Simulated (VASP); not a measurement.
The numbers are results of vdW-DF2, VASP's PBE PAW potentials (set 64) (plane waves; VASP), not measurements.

The input files of a VASP run:

File KPOINTS:
```
Automatic mesh
0
Gamma
4 4 6
0 0 0
```

### INCAR
```
IBRION = 2   ! conjugate gradients
ALGO = Normal
NSW = 60
SYSTEM = ZnF2
EDIFF = 1E-6   ! SCF stop (eV)
NELM = 100   ! most electronic steps
ISIF = 3   ! ions, shape and volume
LWAVE = F
LUSE_VDW = T
SIGMA = 0.05   ! width (eV)
LCHARG = F
ZAB_VDW = -1.8867
AGGAC = 0.0
ENCUT = 520   ! plane-wave cut-off (eV)
PREC = Accurate
EDIFFG = -0.02
LREAL = F   ! projection in real space or not
LMAXMIX = 4   ! l cut-off of mixed one-centre charges
GGA = ML
LASPH = T
ISMEAR = 0
```

### POSCAR
```
ZnF2
1
    4.8221285886     0.0000000000     0.0000000000
   -0.0000000000     4.8221285886     0.0000000000
    0.0000000000     0.0000000000     3.2318619610
Zn F
2 4
Direct
  0.0000000000   0.0000000000   0.0000000000
  0.5000000000   0.5000000000   0.5000000000
  0.3024943324   0.3024943324   0.0000000000
  0.8024943324   0.1975056676   0.5000000000
  0.1975056676   0.8024943324   0.5000000000
  0.6975056676   0.6975056676   0.0000000000
```

POTCAR, in this order: Zn F (PBE.64 set). Program: vasp_std.

Question: What does the run give for the energy per atom (σ→0), volume per atom, band gap (on the k-mesh)?

Answer: 
The energy per atom (σ→0) comes out as -1.706 eV/atom and the band gap (on the k-mesh) comes out as 3.31 eV. The volume per atom is 12.60 Å³/atom.

### OSZICAR
```
...
DAV:   1    -0.102577901962E+02   -0.22567E-01   -0.39555E-01  1879   0.871E+00    0.115E+00
DAV:   2    -0.102376969485E+02    0.20093E-01   -0.86829E-02  1801   0.317E+00    0.317E-01
DAV:   3    -0.102362396550E+02    0.14573E-02   -0.16476E-03  1734   0.157E+00    0.187E-01
DAV:   4    -0.102357168393E+02    0.52282E-03   -0.85204E-04  2429   0.573E-01    0.504E-02
DAV:   5    -0.102357061788E+02    0.10660E-04   -0.34285E-04  1672   0.249E-01    0.123E-02
DAV:   6    -0.102357056490E+02    0.52984E-06   -0.10114E-05  1649   0.101E-01    0.449E-03
DAV:   7    -0.102357063711E+02   -0.72206E-06   -0.13826E-06   909   0.416E-02
   2 F= -.10235706E+02 E0= -.10235706E+02  d E =-.482678E-03
```

The compound is ZnF2 in the rutile structure. This run relaxes it. Symmetry was kept, so distortions that lower it aren't found. The start is the result of an earlier pass.
